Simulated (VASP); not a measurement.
## Vibrations of CoSi2 at several levels of theory

How much do the zone-centre frequencies of CoSi2 depend on the functional? The starting structure is a measured crystal structure from the Crystallography Open Database.

Method: Kohn-Sham DFT with plane waves and PAW; LDA, PBEsol, PBE, PBEsol + D3(BJ), r2SCAN, r2SCAN + rVV10 and AM05, in VASP 6.6.1.

## Step 1: Starting point

The structure is cubic, space group Fm-3m (No. 225). The conventional cell has a = 5.365 Å, b = 5.365 Å, c = 5.365 Å, α = 90.00°, β = 90.00°, γ = 90.00°. Nearest to Co lie 8 Si at 2.32 Å. Nearest to Si lie 4 Co at 2.32 Å. Farther neighbours are not listed.

Structure file:

```
Co Si
1.0
     0.00000    2.68250    2.68250
     2.68250    0.00000    2.68250
     2.68250    2.68250    0.00000
Co Si
1 2
Direct
  0.00000 0.00000 0.00000
  0.75000 0.75000 0.75000
  0.25000 0.25000 0.25000
```

## Step 2: Modes with LDA

LDA, the lowest rung, knows the local density alone. The cell comes from a relaxation at this level, not shown (36.70 Å³).

Contents of INCAR:

```
SYSTEM = CoSi2
PREC = Accurate
ENCUT = 450
EDIFF = 1E-08
NELM = 100
ISMEAR = 0
SIGMA = 0.05
LREAL = .FALSE.
ALGO = Normal
GGA = CA
NBANDS = 16
ISPIN = 2
MAGMOM = 0 0 0
LASPH = .TRUE.
LMAXMIX = 4
LORBIT = 11
LWAVE = .FALSE.
LCHARG = .FALSE.
KPAR = 8
IBRION = 8
ISIF = 2
```

Contents of POSCAR:

```
CoSi2
1.0
    0.0000000000      2.6377363099      2.6377363099
    2.6377363099      0.0000000000      2.6377363099
    2.6377363099      2.6377363099      0.0000000000
Co Si
1 2
Direct
    0.0000000000      0.0000000000      0.0000000000
    0.7500000000      0.7500000000      0.7500000000
    0.2500000000      0.2500000000      0.2500000000
```

Contents of KPOINTS:

```
Automatic mesh
0
Gamma
12 12 12
0 0 0
```

PAW data sets: Co and Si (LDA family, release 64).

Launch:

```bash
> mpirun -np 8 vasp_std
```

The log of the run:

```text
[banner, memory and clock lines left out]
running    8 mpi-ranks, on    1 nodes
 distrk:  each k-point on    1 cores,    8 groups
 distr:  one band on    1 cores,    1 groups

 POSCAR found type information on POSCAR CoSi
 POSCAR found :  2 types and       3 ions
|                                                                             |
|           W    W    AA    RRRRR   N    N  II  N    N   GGGG   !!!           |
|           W    W   A  A   R    R  NN   N  II  NN   N  G    G  !!!           |
|           W    W  A    A  R    R  N N  N  II  N N  N  G       !!!           |
|           W WW W  AAAAAA  RRRRR   N  N N  II  N  N N  G  GGG   !            |
|           WW  WW  A    A  R   R   N   NN  II  N   NN  G    G                |
|           W    W  A    A  R    R  N    N  II  N    N   GGGG   !!!           |
|                                                                             |
|     For optimal performance we recommend to set                             |
|       NCORE = 2 up to number-of-cores-per-socket                            |
|     NCORE specifies how many cores store one orbital (NPAR=cpu/NCORE).      |
|     This setting can greatly improve the performance of VASP for DFT.       |
|     The default, NCORE=1 might be grossly inefficient on modern             |
|     multi-core architectures or massively parallel machines. Do your        |
|     Unfortunately you need to use the default for GW and RPA                |
|     calculations (for HF NCORE is supported but not extensively tested      |
|     yet).                                                                   |
|                                                                             |

 LDA part: xc-table for (Slater(with rela. corr.)+CA(PZ))
 , standard interpolation
 POSCAR, INCAR and KPOINTS ok, starting setup
 FFT: planning ... GRIDC
 FFT: planning ... GRID_SOFT
 FFT: planning ... GRID
 WAVECAR not read
 entering main loop
       N       E                     dE             d eps       ncg     rms          rms(c)
DAV:   1     0.535003861735E+02    0.53500E+02   -0.61947E+03  4656   0.918E+02
DAV:   2    -0.204164746363E+02   -0.73917E+02   -0.65917E+02  5144   0.192E+02
DAV:   3    -0.233024585690E+02   -0.28860E+01   -0.28415E+01  6016   0.425E+01
DAV:   4    -0.233538338606E+02   -0.51375E-01   -0.51356E-01  5480   0.556E+00
DAV:   5    -0.233554691087E+02   -0.16352E-02   -0.16352E-02  6072   0.102E+00    0.148E+01
DAV:   6    -0.260485861595E+02   -0.26931E+01   -0.20853E+01  4912   0.976E+01    0.159E+01
DAV:   7    -0.220053319129E+02    0.40433E+01   -0.96774E+00  5816   0.771E+01    0.373E+00
DAV:   8    -0.219628586512E+02    0.42473E-01   -0.57700E-01  5024   0.444E+00    0.181E+00
DAV:   9    -0.219312255414E+02    0.31633E-01   -0.80895E-02  5920   0.560E+00    0.496E-01
DAV:  10    -0.219311081311E+02    0.11741E-03   -0.64583E-03  6272   0.121E+00    0.156E-01
DAV:  11    -0.219308993301E+02    0.20880E-03   -0.85838E-04  5856   0.551E-01    0.353E-02
DAV:  12    -0.219309009970E+02   -0.16669E-05   -0.43081E-05  5832   0.525E-02    0.136E-02
DAV:  13    -0.219309002260E+02    0.77104E-06   -0.35972E-06  7080   0.316E-02    0.637E-03
DAV:  14    -0.219309002969E+02   -0.70867E-07   -0.33515E-07  6928   0.506E-03    0.463E-03
DAV:  15    -0.219309002270E+02    0.69920E-07   -0.11426E-07  6448   0.658E-03    0.594E-04
DAV:  16    -0.219309002291E+02   -0.21912E-08   -0.12509E-08  2712   0.135E-03
   1 F= -.21930900E+02 E0= -.21930297E+02  d E =-.120577E-02  mag=     0.0000
 Linear response reoptimize wavefunctions to high precision
DAV:   1    -0.219309002299E+02   -0.72987E-09   -0.50144E-09  5160   0.933E-04
DAV:   2    -0.219309002299E+02    0.14097E-10   -0.80188E-11  2632   0.627E-05
 Linear response DOF=           2
 Linear response progress:
  Degree of freedom:   1/  2
       N       E                     dE             d eps       ncg     rms          rms(c)
RMM:   1    -0.177741236236E+00   -0.17774E+00   -0.13299E-01 16378   0.237E+00
RMM:   2    -0.174257919788E+00    0.34833E-02   -0.30109E-03 15006   0.644E-01    0.194E-01
RMM:   3    -0.174180339867E+00    0.77580E-04   -0.61698E-04 16464   0.162E-01    0.113E-01
RMM:   4    -0.174740186271E+00   -0.55985E-03   -0.30648E-04 17502   0.108E-01    0.109E-02
RMM:   5    -0.174743814653E+00   -0.36284E-05   -0.15703E-05 17725   0.299E-02    0.566E-03
RMM:   6    -0.174741342322E+00    0.24723E-05   -0.10826E-06 16142   0.982E-03    0.436E-03
RMM:   7    -0.174728508284E+00    0.12834E-04   -0.41899E-07 17675   0.568E-03    0.983E-04
RMM:   8    -0.174721568352E+00    0.69399E-05   -0.31069E-08 18310   0.136E-03    0.393E-04
RMM:   9    -0.174718619555E+00    0.29488E-05   -0.16196E-09 17451   0.412E-04    0.597E-05
RMM:  10    -0.174718580279E+00    0.39276E-07    0.90570E-11 18691   0.133E-04    0.230E-05
RMM:  11    -0.174718576962E+00    0.33171E-08   -0.11401E-10 18656   0.602E-05    0.539E-06
 first order change of Fermi-energy   0.39144E-03
 force on displaced ion       1 direction 1 : -12.992   0.000   0.000
 Linear response progress:
  Degree of freedom:   2/  2
       N       E                     dE             d eps       ncg     rms          rms(c)
RMM:   1    -0.213012511132E-01   -0.21301E-01    0.26181E-02 44162   0.119E+00
RMM:   2    -0.184445939374E-01    0.28567E-02   -0.11079E-03 26828   0.516E-01    0.109E-01
RMM:   3    -0.186494984293E-01   -0.20490E-03   -0.53933E-04 29754   0.161E-01    0.562E-02
RMM:   4    -0.188616983508E-01   -0.21220E-03   -0.76344E-05 28231   0.628E-02    0.105E-02
RMM:   5    -0.188542519962E-01    0.74464E-05   -0.82535E-06 30810   0.177E-02    0.538E-03
RMM:   6    -0.188423142783E-01    0.11938E-04   -0.10733E-06 31212   0.531E-03    0.830E-04
RMM:   7    -0.188481453970E-01   -0.58311E-05    0.13581E-08 30058   0.214E-03    0.652E-04
RMM:   8    -0.188483879546E-01   -0.24256E-06    0.59656E-09 29971   0.105E-03    0.409E-04
RMM:   9    -0.188466592876E-01    0.17287E-05   -0.28795E-08 30342   0.458E-04    0.660E-05
RMM:  10    -0.188467348067E-01   -0.75519E-07    0.43822E-09 32174   0.141E-04    0.200E-05
RMM:  11    -0.188467795009E-01   -0.44694E-07    0.18247E-09 34117   0.471E-05    0.107E-05
RMM:  12    -0.188467801013E-01   -0.60045E-09    0.60566E-11 32990   0.140E-05    0.636E-06
 first order change of Fermi-energy   0.73145E-06
 force on displaced ion       2 direction 1 :  -9.484  -0.000  -0.000
 Linear response finished
```

The job ended after 3.7 min (8 MPI ranks of AMD EPYC 7R43, shared host; peak memory 4.5 GiB).

The logs omit lines about the potential files and the build; timing stands in the text.

From OUTCAR (step 2):

```text
ion  position               nearest neighbor table
   1  0.000  0.000  0.000-   2 2.28   2 2.28   2 2.28   2 2.28   3 2.28   3 2.28   3 2.28   3 2.28

  LATTYP: Found a face centered cubic cell.
 ALAT       =     5.2754726198

 Subroutine GETGRP returns: Found 48 space group operations
 (whereof 48 operations were pure point group operations)

The static configuration has the point symmetry O_h .

 Found     72 irreducible k-points:

   k-points           NKPTS =     72   k-points in BZ     NKDIM =     72   number of bands    NBANDS=     16

   dimension x,y,z NGX =    28 NGY =   28 NGZ =   28
   dimension x,y,z NGXF=    56 NGYF=   56 NGZF=   56

   ENCUT  =  450.0 eV  33.07 Ry    5.75 a.u.   6.45  6.45  6.45*2*pi/ulx,y,z

   NELECT =      17.0000    total number of electrons

 k-points in reciprocal lattice and weights: Automatic mesh
   0.00000000  0.00000000  0.00000000       0.001
   0.08333333  0.00000000  0.00000000       0.005
   0.16666667  0.00000000  0.00000000       0.005
   0.25000000  0.00000000  0.00000000       0.005
   0.33333333  0.00000000  0.00000000       0.005
   0.41666667  0.00000000  0.00000000       0.005
   0.50000000  0.00000000  0.00000000       0.002
   0.08333333  0.08333333  0.00000000       0.003
   0.16666667  0.08333333  0.00000000       0.014
[...]
-0.33333333  0.50000000  0.16666667       0.007
  -0.25000000  0.50000000  0.25000000       0.003

 average (electrostatic) potential at core
       1 -77.4927       2 -80.3600       3 -80.3600

  Total        0.0036982      0.0036982      0.0036982     -0.0000000     -0.0000000      0.0000000
  in kB        0.1614292      0.1614292      0.1614292     -0.0000000     -0.0000000      0.0000000
  external PRESSURE =       0.1614292 kB  Pullay stress =       0.0000000 kB

  energy-cutoff  :      450.00
  volume of cell :       36.70
      direct lattice vectors                 reciprocal lattice vectors
     0.000000000  2.637736310  2.637736310    -0.189556476  0.189556476  0.189556476
     2.637736310  0.000000000  2.637736310     0.189556476 -0.189556476  0.189556476
     2.637736310  2.637736310  0.000000000     0.189556476  0.189556476 -0.189556476

 POSITION                                       TOTAL-FORCE (eV/Angst)
 -----------------------------------------------------------------------------------
      0.00000      0.00000      0.00000         0.000000      0.000000      0.000000
      3.95660      3.95660      3.95660         0.000000      0.000000      0.000000
      1.31887      1.31887      1.31887        -0.000000     -0.000000     -0.000000
 -----------------------------------------------------------------------------------
    total drift:                               -0.000000     -0.000000      0.000000

 Eigenvectors and eigenvalues of the dynamical matrix
 ----------------------------------------------------

   1 f  =   10.503604 THz    65.996090 2PiTHz  350.362516 cm-1    43.439396 meV
             X         Y         Z           dx          dy          dz
      0.000000  0.000000  0.000000     0.698612    0.012738   -0.011972
      3.956604  3.956604  3.956604    -0.505626   -0.009219    0.008665
      1.318868  1.318868  1.318868    -0.505626   -0.009219    0.008665

   2 f  =   10.503604 THz    65.996090 2PiTHz  350.362516 cm-1    43.439396 meV
             X         Y         Z           dx          dy          dz
      0.000000  0.000000  0.000000     0.012013   -0.002115    0.698724
      3.956604  3.956604  3.956604    -0.008694    0.001531   -0.505707
      1.318868  1.318868  1.318868    -0.008694    0.001531   -0.505707

   3 f  =   10.503604 THz    65.996090 2PiTHz  350.362516 cm-1    43.439396 meV
             X         Y         Z           dx          dy          dz
      0.000000  0.000000  0.000000    -0.012699    0.698711    0.002333
      3.956604  3.956604  3.956604     0.009191   -0.505698   -0.001689
      1.318868  1.318868  1.318868     0.009191   -0.505698   -0.001689

   4 f  =   10.421718 THz    65.481585 2PiTHz  347.631091 cm-1    43.100743 meV
             X         Y         Z           dx          dy          dz
      0.000000  0.000000  0.000000    -0.000000   -0.000000   -0.000000
      3.956604  3.956604  3.956604    -0.564899   -0.425304   -0.002408
      1.318868  1.318868  1.318868     0.564899    0.425304    0.002408

   5 f  =   10.421718 THz    65.481585 2PiTHz  347.631091 cm-1    43.100743 meV
             X         Y         Z           dx          dy          dz
      0.000000  0.000000  0.000000     0.000000   -0.000000    0.000000
      3.956604  3.956604  3.956604    -0.013328    0.021704   -0.706648
      1.318868  1.318868  1.318868     0.013328   -0.021704    0.706648

   6 f  =   10.421718 THz    65.481585 2PiTHz  347.631091 cm-1    43.100743 meV
             X         Y         Z           dx          dy          dz
      0.000000  0.000000  0.000000     0.000000    0.000000    0.000000
      3.956604  3.956604  3.956604     0.425102   -0.564487   -0.025356
      1.318868  1.318868  1.318868    -0.425102    0.564487    0.025356

   7 f/i=    0.003852 THz     0.024201 2PiTHz    0.128481 cm-1     0.015930 meV
             X         Y         Z           dx          dy          dz
      0.000000  0.000000  0.000000    -0.714797   -0.025783   -0.005999
      3.956604  3.956604  3.956604    -0.493809   -0.017812   -0.004144
      1.318868  1.318868  1.318868    -0.493809   -0.017812   -0.004144

   8 f/i=    0.003852 THz     0.024201 2PiTHz    0.128481 cm-1     0.015930 meV
             X         Y         Z           dx          dy          dz
      0.000000  0.000000  0.000000    -0.007682    0.046903    0.713706
      3.956604  3.956604  3.956604    -0.005307    0.032402    0.493056
      1.318868  1.318868  1.318868    -0.005307    0.032402    0.493056

   9 f/i=    0.003852 THz     0.024201 2PiTHz    0.128481 cm-1     0.015930 meV
             X         Y         Z           dx          dy          dz
      0.000000  0.000000  0.000000     0.025333   -0.713282    0.047148
      3.956604  3.956604  3.956604     0.017501   -0.492763    0.032572
      1.318868  1.318868  1.318868     0.017501   -0.492763    0.032572

 ELASTIC MODULI CONTR FROM IONIC RELAXATION (kBar)
 Direction    XX          YY          ZZ          XY          YZ          ZX
 --------------------------------------------------------------------------------
 XX          -0.0000      0.0000     -0.0000     -0.0000     -0.0000     -0.0000
 YY           0.0000     -0.0000      0.0000      0.0000      0.0000      0.0000
 ZZ          -0.0000      0.0000     -0.0000     -0.0000     -0.0000     -0.0000
 XY          -0.0000      0.0000     -0.0000   -636.1426     -0.0000     -0.0000
 YZ          -0.0000      0.0000     -0.0000     -0.0000   -636.1426     -0.0000
 ZX          -0.0000      0.0000     -0.0000     -0.0000     -0.0000   -636.1426
 --------------------------------------------------------------------------------

 magnetization (x)
# of ion       s       p       d       tot
------------------------------------------
    1        0.000   0.000   0.000   0.000
    2        0.000   0.000   0.000   0.000
    3        0.000   0.000   0.000   0.000
--------------------------------------------------
tot          0.000   0.000   0.000   0.000
```

This run allows spin, but its moments start at zero, where symmetry between the spins tends to hold them, although Co can carry a moment. Its electron count is odd, so without a moment it is a metal by construction. Energies printed during the response cycles are not total energies of the cell.

LDA: the zone-centre modes are T1u 350.4, T2g 347.6 cm⁻¹.

## Step 3: Modes with LDA at the measured cell

A relaxation of the atoms in the fixed cell, not shown, had nothing to move.

INCAR is that of step 2.

Contents of POSCAR:

```
CoSi2
1.0
    0.0000000000      2.6825000000      2.6825000000
    2.6825000000      0.0000000000      2.6825000000
    2.6825000000      2.6825000000      0.0000000000
Co Si
1 2
Direct
    0.0000000000      0.0000000000      0.0000000000
    0.7500000000      0.7500000000      0.7500000000
    0.2500000000      0.2500000000      0.2500000000
```

KPOINTS is that of step 2.

Launch:

```bash
> mpirun -np 8 vasp_std
```

The log of the run:

```text
[banner, memory and clock lines left out]
running    8 mpi-ranks, on    1 nodes
[...]
[... a notice as in an earlier step ...]

 LDA part: xc-table for (Slater(with rela. corr.)+CA(PZ))
 , standard interpolation
 POSCAR, INCAR and KPOINTS ok, starting setup
[...]
entering main loop
       N       E                     dE             d eps       ncg     rms          rms(c)
DAV:   1     0.518361114850E+02    0.51836E+02   -0.61119E+03  4664   0.899E+02
DAV:   2    -0.204506769683E+02   -0.72287E+02   -0.64364E+02  5184   0.189E+02
DAV:   3    -0.232507876220E+02   -0.28001E+01   -0.27491E+01  6104   0.414E+01
DAV:   4    -0.233037283013E+02   -0.52941E-01   -0.52914E-01  5368   0.558E+00
[...]
DAV:  13    -0.218747827443E+02    0.86086E-06   -0.18809E-06  7304   0.175E-02    0.588E-03
DAV:  14    -0.218747827712E+02   -0.26914E-07   -0.24439E-07  7056   0.469E-03    0.317E-03
DAV:  15    -0.218747827719E+02   -0.66916E-09   -0.68357E-09  3824   0.832E-04
[...]
RMM:  10    -0.174157090486E+00   -0.25328E-07   -0.14302E-09 18703   0.125E-04    0.221E-05
RMM:  11    -0.174157039169E+00    0.51317E-07   -0.13198E-09 18127   0.661E-05    0.567E-06
RMM:  12    -0.174157039995E+00   -0.82613E-09   -0.10069E-09 19267   0.339E-05    0.337E-06
 first order change of Fermi-energy   0.44289E-03
 force on displaced ion       1 direction 1 : -10.532   0.000   0.000
 Linear response progress:
  Degree of freedom:   2/  2
       N       E                     dE             d eps       ncg     rms          rms(c)
RMM:   1    -0.209934026372E-01   -0.20993E-01    0.25758E-02 44360   0.115E+00
RMM:   2    -0.182032520206E-01    0.27902E-02   -0.85018E-04 26763   0.497E-01    0.101E-01
RMM:   3    -0.184291105655E-01   -0.22586E-03   -0.52741E-04 29536   0.154E-01    0.524E-02
RMM:   4    -0.186271772334E-01   -0.19807E-03   -0.71559E-05 28189   0.598E-02    0.101E-02
[...]
RMM:  10    -0.186094283395E-01   -0.60275E-07    0.86324E-09 32237   0.135E-04    0.250E-05
RMM:  11    -0.186094746912E-01   -0.46352E-07    0.19375E-09 33478   0.456E-05    0.113E-05
RMM:  12    -0.186094756266E-01   -0.93534E-09    0.18703E-09 32767   0.160E-05    0.570E-06
 first order change of Fermi-energy  -0.84904E-05
 force on displaced ion       2 direction 1 :  -7.558   0.000   0.000
 Linear response finished
```

Wall time 3.9 min (8 MPI ranks); peak memory 4.8 GiB; 31 min of CPU time.

From OUTCAR (step 3):

```text
  Total       -2.2174280     -2.2174280     -2.2174280     -0.0000000     -0.0000000     -0.0000000
  in kB      -92.0260786    -92.0260786    -92.0260786     -0.0000000     -0.0000000     -0.0000000
  external PRESSURE =     -92.0260786 kB  Pullay stress =       0.0000000 kB

 POSITION                                       TOTAL-FORCE (eV/Angst)
 -----------------------------------------------------------------------------------
      0.00000      0.00000      0.00000         0.000000      0.000000      0.000000
      4.02375      4.02375      4.02375        -0.000000     -0.000000     -0.000000
      1.34125      1.34125      1.34125         0.000000      0.000000      0.000000
 -----------------------------------------------------------------------------------
    total drift:                               -0.000000     -0.000000      0.000000

 magnetization (x)
# of ion       s       p       d       tot
------------------------------------------
    1       -0.000  -0.000  -0.000  -0.000
    2       -0.000  -0.000   0.000  -0.000
    3       -0.000  -0.000   0.000  -0.000
--------------------------------------------------
tot         -0.000  -0.000  -0.000  -0.000

[... 1 part as in an earlier step ...]

[... 1 further part left out ...]
```

With LDA at the measured cell the modes are T1u 315.6, T2g 308.7 cm⁻¹; the largest shift is -38.9 cm⁻¹, in T2g, from LDA.

[end of part 1 of 3]

[Lines on the potential files, build, host, timing and source positions are cut from VASP's logs without a mark.]

[Logs are printed without paths, hosts, clocks, repeated set-up lines and the standing remarks that a program may print on its own settings, such as how far it seeks lower states.]

[Hosts, paths, dates, database ids (printed as entryN), source tags and the programs' standing remarks are cut or masked in the printed files.]
